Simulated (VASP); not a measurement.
Given:

```
CELL_PARAMETERS angstrom
      2.45769     0.00000     0.00000
     -1.22885     2.12843     0.00000
      0.00000     0.00000    13.18496
ATOMIC_POSITIONS crystal
  C  0.66667 0.33333 0.50001
  C  0.33333 0.66667 0.49999
```

These are r2SCAN meta-GGA, VASP's PBE PAW potentials (set 64) (plane waves; VASP) values and carry that method's errors. Settings: 520 eV cut-off, 19×19×1 Γ-centred mesh, tetrahedra with Blöchl corrections, potentials C.

The cell holds a wide vacuum, so values per volume refer to the whole cell.

What does the run give for the energy per atom (σ→0), band gap (over mesh and band path) with the smallest direct gap where there is one?

```json
{
  "band gap (over mesh and band path)": "none (metal, semimetal or under 0.01 eV)",
  "energy per atom (σ→0)": "-9.922 eV/atom"
}
```

The absolute energy has meaning only against runs of the same code, potentials and settings.

The cell is a sheet with vacuum, built from a generated structure.
